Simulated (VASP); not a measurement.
All values below come from MS2 meta-GGA, VASP's PBE PAW potentials (set 64) (plane waves; VASP 6.6.1).

VASP input:

### KPOINTS
```
Automatic
0
gamma
  8 8 8
```

INCAR:
```
LREAL = .False.   # projection in real space or not
SIGMA = 0.05   # width (eV)
LASPH = .True.
ALGO = Normal   # blocked Davidson
LCHARG = .False.
ISIF = 2   # forces and stress, cell fixed
METAGGA = MS2
NELM = 100   # most electronic steps
SYSTEM = Ge
ISMEAR = 0
LMAXMIX = 4
LWAVE = .False.
ENCUT = 520   # plane-wave cut-off (eV)
LMIXTAU = .True.
PREC = Accurate
EDIFF = 1E-7   # SCF stop (eV)
```

POSCAR:
```
Ge
1.0
  0.0000000000   2.8467975322   2.8467975322
  2.8467975322   0.0000000000   2.8467975322
  2.8467975322   2.8467975322   0.0000000000
Ge
2
Cartesian
  0.0000000000   0.0000000000   0.0000000000
  1.4233987661   1.4233987661   1.4233987661
```

POTCAR, in this order: Ge_d (PBE.64 set). Program: vasp_std.

The resulting files:

OSZICAR:
```
       N       E                     dE             d eps       ncg     rms          rms(c)
DAV:   1     0.136512898463E+03    0.13651E+03   -0.13783E+04  1080   0.370E+03
DAV:   2    -0.483947218047E+01   -0.14135E+03   -0.13834E+03  1062   0.491E+02
DAV:   3    -0.223601893075E+02   -0.17521E+02   -0.17214E+02  1164   0.134E+02
DAV:   4    -0.228704667362E+02   -0.51028E+00   -0.50950E+00  1216   0.269E+01
DAV:   5    -0.228785639328E+02   -0.80972E-02   -0.80965E-02  1198   0.343E+00    0.453E+00
DAV:   6    -0.116281042827E+02    0.11250E+02   -0.62804E+00  1350   0.353E+01    0.197E+00
DAV:   7    -0.118601449077E+02   -0.23204E+00   -0.98936E-01  1056   0.880E+00    0.821E-01
DAV:   8    -0.113550869933E+02    0.50506E+00   -0.14660E+00  1044   0.957E+00    0.794E-01
DAV:   9    -0.114917918287E+02   -0.13670E+00   -0.77907E-02  1072   0.329E+00    0.551E-01
DAV:  10    -0.115180087040E+02   -0.26217E-01   -0.70919E-03  1214   0.970E-01    0.431E-01
DAV:  11    -0.115393434142E+02   -0.21335E-01   -0.12761E-02  1104   0.118E+00    0.267E-01
DAV:  12    -0.115472037242E+02   -0.78603E-02   -0.13442E-02  1052   0.103E+00    0.823E-02
DAV:  13    -0.115481270663E+02   -0.92334E-03   -0.17339E-03  1336   0.654E-01    0.812E-02
DAV:  14    -0.115481486013E+02   -0.21535E-04   -0.29256E-04  1054   0.210E-01    0.589E-02
DAV:  15    -0.115489920352E+02   -0.84343E-03   -0.23977E-03  1048   0.480E-01    0.203E-02
DAV:  16    -0.115490585891E+02   -0.66554E-04   -0.75797E-05  1176   0.865E-02    0.117E-02
DAV:  17    -0.115490631005E+02   -0.45114E-05   -0.20079E-05  1312   0.758E-02    0.433E-03
DAV:  18    -0.115490988056E+02   -0.35705E-04   -0.14847E-05  1112   0.381E-02    0.342E-03
DAV:  19    -0.115490940095E+02    0.47961E-05   -0.84735E-07   944   0.126E-02    0.139E-03
DAV:  20    -0.115491027195E+02   -0.87100E-05   -0.65341E-07   822   0.854E-03    0.344E-04
DAV:  21    -0.115491045688E+02   -0.18493E-05   -0.75945E-08   856   0.377E-03    0.280E-04
DAV:  22    -0.115491053769E+02   -0.80807E-06   -0.45183E-08   532   0.266E-03    0.187E-04
DAV:  23    -0.115491050761E+02    0.30073E-06   -0.11459E-08   522   0.163E-03    0.699E-05
DAV:  24    -0.115491051523E+02   -0.76202E-07   -0.18861E-09   522   0.652E-04
   1 F= -.11549105E+02 E0= -.11549105E+02  d E =-.261715E-10
```

**OUTCAR**
```
------------------------ aborting loop because EDIFF is reached ----------------------------------------
  FORCE on cell =-STRESS in cart. coord.  units (eV):
  Direction    XX          YY          ZZ          XY          YZ          ZX
  --------------------------------------------------------------------------------------
  Total       -0.5702820     -0.5702820     -0.5702820      0.0000000      0.0000000     -0.0000000
  in kB      -19.8016109    -19.8016109    -19.8016109      0.0000000      0.0000000     -0.0000000
  external PRESSURE =     -19.8016109 kB  Pullay stress =       0.0000000 kB
  volume of cell :       46.14
      direct lattice vectors                 reciprocal lattice vectors
     0.000000000  2.846797532  2.846797532    -0.175635954  0.175635954  0.175635954
     2.846797532  0.000000000  2.846797532     0.175635954 -0.175635954  0.175635954
     2.846797532  2.846797532  0.000000000     0.175635954  0.175635954 -0.175635954
 POSITION                                       TOTAL-FORCE (eV/Angst)
 -----------------------------------------------------------------------------------
      0.00000      0.00000      0.00000         0.000000      0.000000      0.000000
      1.42340      1.42340      1.42340        -0.000000     -0.000000     -0.000000
 -----------------------------------------------------------------------------------
    total drift:                                0.000000     -0.000000      0.000000
  FREE ENERGIE OF THE ION-ELECTRON SYSTEM (eV)
  ---------------------------------------------------
  free  energy   TOTEN  =       -11.5491051523 eV

  energy  without entropy=      -11.5491051523  energy(sigma->0) =      -11.54910515
```
(Selected blocks of OUTCAR.)

The compound is Ge in the diamond structure. This cell is one point of a volume scan, at 1.03 of the reference volume.
